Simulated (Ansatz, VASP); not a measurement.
## AlIn3Sb2N2: VASP beside Ansatz

```
Al In Sb N
1.0
     5.55402    0.00000    0.00000
    -2.77701    4.80992    0.00000
     0.00000    0.00000    7.31009
Al In Sb N
1 3 2 2
Direct
  0.00000 0.00000 0.00000
  0.33333 0.66667 0.50000
  0.66667 0.33333 0.50000
  0.00000 0.00000 0.50000
  0.33333 0.66667 0.00000
  0.66667 0.33333 0.00000
  0.00000 0.00000 0.23282
  0.00000 0.00000 0.76718
```

Alike in both runs: functional PBE; k mesh 3 × 3 × 2; occupations gaussian, width 0.15 eV; no spin polarisation.

Ansatz relaxed the structure, and its values are those at the end. VASP's run is a single point on that final structure, the one shown.

```csv
,VASP,Ansatz
version,VASP 6.6.1,Ansatz 0.2.0
potentials or method,"VASP PAW PBE potentials, release 64 (Al, In_d, Sb, N)","scalar-relativistic, plane waves, PAW"
plane-wave cutoff (eV),520,420
valence electrons in the cell,62,82
```

|  | VASP | Ansatz | Ansatz less VASP |
| --- | --- | --- | --- |
| gap on the k mesh at the Fermi level (eV) | none | none | - |
| pressure (GPa) | 0.3 | 0.3 | +0.03 |
| rms of the force components (eV/Å) | 0.016 | 0.010 | -0.0063 |

A gap of «none» marks a metal or a gap that the smearing closes. The two sets of potentials don't hold the same shells in valence.

Caveats: the k mesh is coarse (spacing up to 0.44 Å⁻¹), so the values aren't converged. Spin-orbit coupling is left out, which matters for the levels of Sb.
